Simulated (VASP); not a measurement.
Input:

```
CELL_PARAMETERS angstrom
      0.00000     3.25770     3.25770
      3.25770     0.00000     3.25770
      3.25770     3.25770     0.00000
ATOMIC_POSITIONS crystal
  Hg 0.00000 0.00000 0.00000
  Te 0.25767 0.24233 0.25767
```

The numbers are results of PBEsol GGA, VASP's PBE PAW potentials (set 64) (plane waves; VASP), not measurements. Run with 480 eV cut-off, 10×10×10 Γ-centred mesh, first-order Methfessel-Paxton smearing of 0.10 eV, potentials Hg Te.

### Question
Give the force on each atom (eV/Å).

### Answer

```tsv
atom	Fx	Fy	Fz
Hg1	0.000	0.172	0.000
Te2	0.000	-0.172	0.000
```

### Question
Give the stress tensor in GPa (positive for a compressed cell).

### Answer

```
 0.05   0.00  -0.56
 0.00   0.02   0.00
-0.56   0.00   0.05
```
The pressure is its mean diagonal, 0.04 GPa.

The compound is HgTe in the zinc blende structure. This cell was strained or had an atom moved on purpose.
